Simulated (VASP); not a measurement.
All values below come from r2SCAN meta-GGA, VASP's PBE PAW potentials (set 64) (plane waves; VASP).

Input for VASP

KPOINTS:
```
Automatic mesh
0
Gamma
8 8 8
0 0 0
```

**POSCAR**
```
GaAs
1
    0.0000000000     2.8321258993     2.9170896762
    2.8321258993     0.0000000000     2.9170896762
    2.8321258993     2.8321258993     0.0000000000
Ga As
1 1
Direct
  1.0000000000   1.0000000000   1.0000000000
  0.2500000000   0.2500000000   0.2500000000
```

### INCAR
```
! general
SYSTEM =GaAs
PREC   =Accurate
ENCUT  =480   ! plane-wave cut-off (eV)
LREAL  =.False.
LASPH  =.True.

! electronic loop
EDIFF  =1E-7   ! SCF stop (eV)
NELM   =100   ! most electronic steps
ALGO   =Normal   ! blocked Davidson
LMAXMIX=4
LMIXTAU=.True.

! smearing
ISMEAR =0   ! Gaussian
SIGMA  =0.05   ! width (eV)

! functional
METAGGA=R2SCAN

! ions
IBRION =2   ! conjugate gradients
NSW    =30
ISIF   =2
EDIFFG =-0.01   ! ionic stop

! output
LWAVE  =.False.
LCHARG =.False.
```

POTCAR, in this order: Ga_d As (PBE.64 set). Program: vasp_std.

The run wrote:

**OSZICAR**
```
       N       E                     dE             d eps       ncg     rms          rms(c)
DAV:   1     0.581797813954E+02    0.58180E+02   -0.90625E+03  1542   0.184E+03
DAV:   2    -0.231294469250E+02   -0.81309E+02   -0.78773E+02  1699   0.321E+02
DAV:   3    -0.290381943354E+02   -0.59087E+01   -0.58793E+01  1904   0.752E+01
DAV:   4    -0.291312293159E+02   -0.93035E-01   -0.93010E-01  1767   0.106E+01
DAV:   5    -0.291329879238E+02   -0.17586E-02   -0.17585E-02  1900   0.125E+00    0.307E+00
DAV:   6    -0.269941512422E+02    0.21388E+01   -0.61709E-01  1859   0.170E+01    0.186E+00
DAV:   7    -0.270854622112E+02   -0.91311E-01   -0.34891E-01  1659   0.765E+00    0.880E-01
DAV:   8    -0.270124952108E+02    0.72967E-01   -0.14782E-01  1569   0.516E+00    0.344E-01
DAV:   9    -0.269397365531E+02    0.72759E-01   -0.24470E-01  1569   0.470E+00    0.226E-01
DAV:  10    -0.269444518635E+02   -0.47153E-02   -0.79788E-02  1539   0.275E+00    0.728E-02
DAV:  11    -0.270381298102E+02   -0.93678E-01   -0.50897E-02  1574   0.201E+00    0.620E-02
DAV:  12    -0.270340243416E+02    0.41055E-02   -0.17348E-03  2004   0.458E-01    0.305E-02
DAV:  13    -0.270389991687E+02   -0.49748E-02   -0.15381E-03  1564   0.448E-01    0.184E-02
DAV:  14    -0.270397199151E+02   -0.72075E-03   -0.51578E-04  1744   0.271E-01    0.809E-03
DAV:  15    -0.270398220092E+02   -0.10209E-03   -0.62567E-05  1629   0.102E-01    0.775E-03
DAV:  16    -0.270398314972E+02   -0.94880E-05   -0.39941E-06  1819   0.234E-02    0.381E-03
DAV:  17    -0.270398298321E+02    0.16651E-05   -0.89468E-07  1584   0.163E-02    0.107E-03
DAV:  18    -0.270398342660E+02   -0.44339E-05   -0.14085E-06  1554   0.158E-02    0.145E-03
DAV:  19    -0.270398342660E+02   -0.77307E-11   -0.51217E-08  1157   0.339E-03
   1 F= -.27039834E+02 E0= -.27039834E+02  d E =-.270398E+02
```

**OUTCAR**
```
------------------------ aborting loop because EDIFF is reached ----------------------------------------
  FORCE on cell =-STRESS in cart. coord.  units (eV):
  Direction    XX          YY          ZZ          XY          YZ          ZX
  --------------------------------------------------------------------------------------
  Total       -0.3483282     -0.3483282     -0.9438182      0.0000000      0.0000000      0.0000000
  in kB      -11.9259853    -11.9259853    -32.3142482      0.0000000      0.0000000      0.0000000
  external PRESSURE =     -18.7220729 kB  Pullay stress =       0.0000000 kB
  volume of cell :       46.80
      direct lattice vectors                 reciprocal lattice vectors
     0.000000000  2.832125899  2.917089676    -0.176545824  0.176545824  0.171403712
     2.832125899  0.000000000  2.917089676     0.176545824 -0.176545824  0.171403712
     2.832125899  2.832125899  0.000000000     0.176545824  0.176545824 -0.171403712
  FREE ENERGIE OF THE ION-ELECTRON SYSTEM (eV)
  ---------------------------------------------------
  free  energy   TOTEN  =       -27.0398342660 eV

  energy  without entropy=      -27.0398342660  energy(sigma->0) =      -27.03983427

 reached required accuracy - stopping structural energy minimisation
```
(Selected blocks of OUTCAR.)

File OUTCAR:
```
 val. band max:        3.4141199201   @ k =   0.0000   0.0000   0.0000

 cond. band min:       4.0627383177   @ k =   0.0000   0.0000   0.0000


 Fermi energy:         3.6743632763

 k-point     1 :       0.0000    0.0000    0.0000
  band No.  band energies     occupation
      1     -11.8318      2.00000
      2     -11.8243      2.00000
      3     -11.8243      2.00000
      4     -11.7491      2.00000
      5     -11.7437      2.00000
      6      -9.5997      2.00000
      7       3.2331      2.00000
      8       3.4141      2.00000
      9       3.4141      2.00000
     10       4.0627      0.00000
     11       7.3602      0.00000
     12       7.3603      0.00000
     13       7.4499      0.00000

 k-point     2 :       0.1250    0.0000    0.0000
  band No.  band energies     occupation
      1     -11.8403      2.00000
      2     -11.8252      2.00000
      3     -11.8210      2.00000
      4     -11.7494      2.00000
      5     -11.7436      2.00000
      6      -9.4172      2.00000
      7       1.4264      2.00000
      8       3.0545      2.00000
      9       3.1969      2.00000
     10       5.1363      0.00000
     11       7.6913      0.00000
     12       7.7111      0.00000
     13       7.9120      0.00000

 k-point     3 :       0.2500    0.0000    0.0000
  band No.  band energies     occupation
      1     -11.8679      2.00000
      2     -11.8183      2.00000
      3     -11.8137      2.00000
      4     -11.7494      2.00000
      5     -11.7425      2.00000
      6      -8.9093      2.00000
      7      -0.7676      2.00000
      8       2.5932      2.00000
      9       2.7842      2.00000
     10       5.0417      0.00000
     11       8.2285      0.00000
     12       8.2853      0.00000
     13       9.6317      0.00000

 k-point     4 :       0.3750   -0.0000    0.0000
  band No.  band energies     occupation
      1     -11.8931      2.00000
      2     -11.8122      2.00000
      3     -11.8077      2.00000
...
```

The compound is GaAs in the zinc blende structure. This cell was strained or had an atom moved on purpose.
